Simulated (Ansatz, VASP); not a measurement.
# IrPd (Ir-Pd stack, (111) layers) in two plane-wave programs, part 2 of 2

Aim: how closely do two programs agree when they are given the same cell, functional and k mesh? Of the first pair: The structure shown is the start of the Ansatz relaxation below; VASP solves that cell, so the two are compared at the walk's first step.

VASP 6.6.1 and Ansatz 0.2.0.

So far. Step 4 (Comparison): The forces differ by 1.4 meV/Å r.m.s., which is 0.4 % of the r.m.s. force of 0.331 eV/Å (both taken over all components). Where the cell holds vacuum, a pressure given here is an average over it and none of the material. Step 5 (Ansatz: relaxation, PBEsol): This is the run of step 2 again, met here at its other cell.

### 6. VASP: single point, PBEsol, relaxed cell, pair 2

Level of this step: PBEsol; plane waves and PAW (Ir, Pd) (VASP).

The same cell, functional, mesh and smearing now go to VASP, with its own data sets.

Contents of INCAR:

```
SYSTEM = IrPd
PREC = Accurate
ENCUT = 400
EDIFF = 1E-06
NELM = 120
ISMEAR = 0
SIGMA = 0.1
LREAL = .FALSE.
ALGO = Normal
GGA = PS
NBANDS = 15
LASPH = .TRUE.
LORBIT = 11
LWAVE = .FALSE.
LCHARG = .FALSE.
ISIF = 2
LDIPOL = .TRUE.
IDIPOL = 3
DIPOL = 0.5 0.5 0.234
LVHAR = .TRUE.
GGA_COMPAT = .FALSE.
NELMDL = -8
```

Contents of POSCAR:

```
IrPd
1.0
    2.6292997402     -0.0000027594      0.0000000000
   -1.3146474804      2.2770417489      0.0000000000
    0.0000000000      0.0000000000     28.2917840871
Ir Pd
1 1
Direct
    0.0000000000      0.0000000000      0.1941255616
    0.3333333333      0.6666666667      0.2740630107
```

Contents of KPOINTS:

```
Automatic mesh
0
Gamma
12 12 1
0 0 0
```

PAW data sets: Ir and Pd (PBE family, release 64).

Command:

```sh
> mpirun -np 1 vasp_std
```

Numbers of over 12 decimals in the logs are rounded to 6 here.

The program printed:

```text
[banner, memory and clock lines left out]
running    1 mpi-ranks, on    1 nodes
[...]
[... a notice as in an earlier step ...]

 LDA part: xc-table for (Slater+PW92), standard interpolation
 POSCAR, INCAR and KPOINTS ok, starting setup
[...]
entering main loop
       N       E                     dE             d eps       ncg     rms          rms(c)
DAV:   1     0.122114350220E+03    0.12211E+03   -0.58885E+03   570   0.757E+02
DAV:   2    -0.873512959745E+01   -0.13085E+03   -0.12165E+03   763   0.222E+02
DAV:   3    -0.149000326395E+02   -0.61649E+01   -0.58347E+01   731   0.510E+01
DAV:   4    -0.149859312304E+02   -0.85899E-01   -0.85838E-01   769   0.725E+00
[...]
DAV:  28    -0.139610789472E+02   -0.19334E-05   -0.57120E-08   495   0.130E-03    0.749E-04
DAV:  29    -0.139610804077E+02   -0.14605E-05   -0.65315E-08   467   0.134E-03    0.160E-04
DAV:  30    -0.139610807008E+02   -0.29318E-06   -0.73419E-09   523   0.498E-04
   1 F= -.13961081E+02 E0= -.13945930E+02  d E =-.303015E-01
```

OUTCAR, selected parts (step 6):

```text
  Total        0.0041929      0.0041929     -0.0370985     -0.0000000      0.0000000     -0.0000000
  in kB        0.0396597      0.0396597     -0.3509096     -0.0000000      0.0000000     -0.0000000
  external PRESSURE =      -0.0905301 kB  Pullay stress =       0.0000000 kB

 POSITION                                       TOTAL-FORCE (eV/Angst)
 -----------------------------------------------------------------------------------
      0.00000      0.00000      5.49216        -0.000000     -0.000000     -0.004563
      0.00000      1.51803      7.75373         0.000000      0.000000      0.004563
 -----------------------------------------------------------------------------------
    total drift:                               -0.000000     -0.000000     -0.001034

  FREE ENERGIE OF THE ION-ELECTRON SYSTEM (eV)
  ---------------------------------------------------
  free  energy   TOTEN  =       -13.9610807008 eV

  energy  without entropy=      -13.9307792340  energy(sigma->0) =      -13.94592997

[... 1 part as in an earlier step ...]

[... 2 further parts left out ...]
[key lines of the parts left out:]
E-fermi :  -2.7515
```

The run ends at a pressure of -0.01 GPa, with forces up to 0.0046 eV/Å.

### 7. Differences

What differs besides the data sets and the points named for the pairs above, as far as they apply: the data sets hold 35 valence electrons in Ansatz (on its default PAW (the set named soft_2) files) and 19 in VASP. Total energies have different zeros and are not compared.

The largest component of a force difference here is 2 meV/Å. Where the cell holds vacuum, a pressure given here is an average over it and none of the material.

### 8. Ansatz: relaxation, PBEsol

This run makes the geometry at which the two programs are then compared.

The structure compared here is the end of the Ansatz relaxation.

Contents of input.yaml:

```yaml
crystal:
  lattice:
    - [2.6292997402, -2.7594e-06, 0.0]
    - [-1.3146474804, 2.2770417489, 0.0]
    - [0.0, 0.0, 28.2917840871]
  atoms:
    - { symbol: Ir, position: [0.0, 0.0, 0.1941255616] }
    - { symbol: Pd, position: [0.3333333333, 0.6666666667, 0.2740630107] }
  periodic: [true, true, false]
kpoints:
  mp_grid: { grid: [12, 12, 1] }
hamiltonian:
  xc: pbesol
scf:
  occupations: { method: methfessel_paxton, width: 0.2 }
output:
  forces: true
  stress: true
  eigenvalues: true
  write_density: true
  write_potential: true
  elf: true
  volumetric_format: npy
relax:
  adjacent_minimum: "off"
  f_tol: 0.001
  max_steps: 60
  cell: { stress_2d_tol: 0.002 }
```

Command:

```sh
> ansatz run input.yaml --threads 4 --pin off --max-ram 8192MiB --backend cpu --events-out ev --progress --plain --runs-dir out
```

The program printed:

```text
[...]
Crystal: 2 atoms, lattice volume = 169.384 Å³
Basis set: ecut = 420 eV, 3401 PW (Γ), exchange–correlation on 36×36×384 points (8 copies of the dense FFT grid, shifted against one another)
Bands: 22, of which v1, the nominal top of the filled ones, is band 18 counted from 1 (17 counted from 0)
Symmetry: 6 space group operations
[...]
k-points: 19 of 144 (time reversal used)
[...]
k-point 18: bands = [... 14 lower, -8.3556, -6.8439, -6.0516, -5.4163, 1.2124, 2.5643, 2.8212, 3.4231]
--- Relaxed structure (4 steps of the walk, 4 accepted, 1 SCFs on fresh bases) ---
[...]
cell:  # Å, volume = 169.3206 Å³
    - [2.628812, -2.758881673950855e-6, 0]
    - [-1.314403, 2.276619, 0]
    - [0, 0, 28.2917840871]
  atoms:
    - { symbol: Ir, position: [0, -3.703106787766006e-17, 0.194096] }
    - { symbol: Pd, position: [0.333333, 0.666667, 0.274093] }
[key lines of the parts left out:]
SCF converged after 11 iterations
Free energy (F): -18703.839449 eV
Fermi energy:    -5.376918 eV
P = ½ c Tr σ = -0.0011 N/m
```

### 9. VASP: single point, PBEsol, relaxed cell, pair 3

The same cell, functional, mesh and smearing now go to VASP, with its own data sets.

INCAR: that of step 6 with these lines changed.

```diff
@@ -5,4 +5,4 @@
 NELM = 120
-ISMEAR = 0
-SIGMA = 0.1
+ISMEAR = 1
+SIGMA = 0.2
 LREAL = .FALSE.
```

Contents of POSCAR:

```
IrPd
1.0
    2.6288116270     -0.0000027589      0.0000000000
   -1.3144034243      2.2766190302      0.0000000000
    0.0000000000      0.0000000000     28.2917840871
Ir Pd
1 1
Direct
    0.0000000000      0.0000000000      0.1940958864
    0.3333333333      0.6666666667      0.2740926859
```

KPOINTS is that of step 6.

Command:

```sh
> mpirun -np 1 vasp_std
```

The program printed:

```text
[... set-up lines as in an earlier step ...]
 entering main loop
       N       E                     dE             d eps       ncg     rms          rms(c)
DAV:   1     0.123910284596E+03    0.12391E+03   -0.59149E+03   570   0.758E+02
DAV:   2    -0.809978283421E+01   -0.13201E+03   -0.12228E+03   715   0.223E+02
DAV:   3    -0.148737031489E+02   -0.67739E+01   -0.64087E+01   705   0.544E+01
DAV:   4    -0.149751076243E+02   -0.10140E+00   -0.10095E+00   734   0.776E+00
[...]
DAV:  27    -0.139535052792E+02   -0.34509E-05   -0.10135E-07   537   0.251E-03    0.835E-04
DAV:  28    -0.139535084139E+02   -0.31347E-05   -0.13096E-07   468   0.113E-03    0.894E-04
DAV:  29    -0.139535093840E+02   -0.97005E-06   -0.50223E-08   481   0.162E-03
   1 F= -.13953509E+02 E0= -.13947625E+02  d E =-.176527E-01
```

From OUTCAR (step 9):

```text
  Total       -0.0023842     -0.0023842     -0.0406449      0.0000000      0.0000000      0.0000000
  in kB       -0.0225601     -0.0225601     -0.3845982      0.0000000      0.0000000      0.0000000
  external PRESSURE =      -0.1432395 kB  Pullay stress =       0.0000000 kB

 POSITION                                       TOTAL-FORCE (eV/Angst)
 -----------------------------------------------------------------------------------
      0.00000      0.00000      5.49132        -0.000000     -0.000000     -0.003058
      0.00000      1.51775      7.75457         0.000000      0.000000      0.003058
 -----------------------------------------------------------------------------------
    total drift:                               -0.000000     -0.000000     -0.001007

  FREE ENERGIE OF THE ION-ELECTRON SYSTEM (eV)
  ---------------------------------------------------
  free  energy   TOTEN  =       -13.9535093840 eV

  energy  without entropy=      -13.9358566507  energy(sigma->0) =      -13.94762514

[... 1 part as in an earlier step ...]

[... 2 further parts left out ...]
[key lines of the parts left out:]
E-fermi :  -2.7496
```

The run ends at a pressure of -0.01 GPa, with forces up to 0.0031 eV/Å.

### 10. Side by side

What differs besides the data sets and the points named for the pairs above, as far as they apply: the data sets hold 35 valence electrons in Ansatz (on its default PAW (the set named soft_2) files) and 19 in VASP. Total energies have different zeros and are not compared.

The largest component of a force difference here is 3 meV/Å. Where the cell holds vacuum, a pressure given here is an average over it and none of the material.

### 11. Summary of results

| Quantity | Value |
| --- | --- |
| r.m.s. force difference (single point, PBEsol, start cell, pair 1) | 0.43 % of the r.m.s. force |
| r.m.s. force difference (single point, PBEsol, relaxed cell, pair 2) | 1.4 meV/Å |
| r.m.s. force difference (single point, PBEsol, relaxed cell, pair 3) | 1.8 meV/Å |

In words: The r.m.s. force difference is 1.8 meV/Å (single point, PBEsol, relaxed cell, pair 3), within the 12 meV/Å picked in this series as the mark of a large difference. The data sets hold unlike numbers of valence electrons (35 in Ansatz and 19 in VASP), so part of the differences may come from the potentials. Such differences can come from data sets, numerical settings and the points named under the comparisons, not from the functional's error against experiment.

[Lines on the potential files, build, host, timing and source positions are cut from VASP's logs without a mark.]

[Logs are printed without paths, hosts, clocks, repeated set-up lines and the standing remarks that a program may print on its own settings, such as how far it seeks lower states.]

[Hosts, paths, dates, database ids (printed as entryN), source tags and the programs' standing remarks are cut or masked in the printed files.]
